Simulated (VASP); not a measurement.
Here is a VASP 6.6.1 calculation.

The input INCAR:

```
ALGO = Normal
EDIFF = 1E-7
EDIFFG = -0.002
ENCUT = 520
GGA = PE
IBRION = 2
ISIF = 3
ISMEAR = 0
LASPH = True
LCHARG = False
LREAL = False
LWAVE = False
NELM = 60
NSW = 80
PREC = Accurate
SIGMA = 0.1
```

File KPOINTS:

```
k-points
0
Gamma
  18 18 18
```

POSCAR

```
Al
1.0
    0.0000000000      2.0248050000      2.0248050000
    2.0248050000      0.0000000000      2.0248050000
    2.0248050000      2.0248050000      0.0000000000
Al
1
Direct
    0.0000000000      0.0000000000      0.0000000000
```

Potentials or basis: VASP PAW PBE potentials, release 64 (Al).

Launch:

```console
$ cat potpaw_PBE.64/Al/POTCAR > POTCAR
$ mpirun -np 1 vasp_std > vasp.out
```

Problem. What does it give for the band gap on the k mesh?

Solution. None (metal or under the smearing width).

Problem. Predict the relaxed cell.

Solution. a = 2.857 Å, b = 2.857 Å, c = 2.857 Å, α = 60.00°, β = 60.00°, γ = 60.00°.

Step by step:
| step | energy change (eV) | largest force (eV/Å) | pressure (GPa) | volume (Å³) |
| --- | --- | --- | --- | --- |
| 1 | 0.0000 | 0.0000 | -0.50 | 16.60 |
| 2 | -0.0002 | 0.0000 | 0.07 | 16.48 |
| 3 | -0.0002 | 0.0000 | 0.00 | 16.49 |
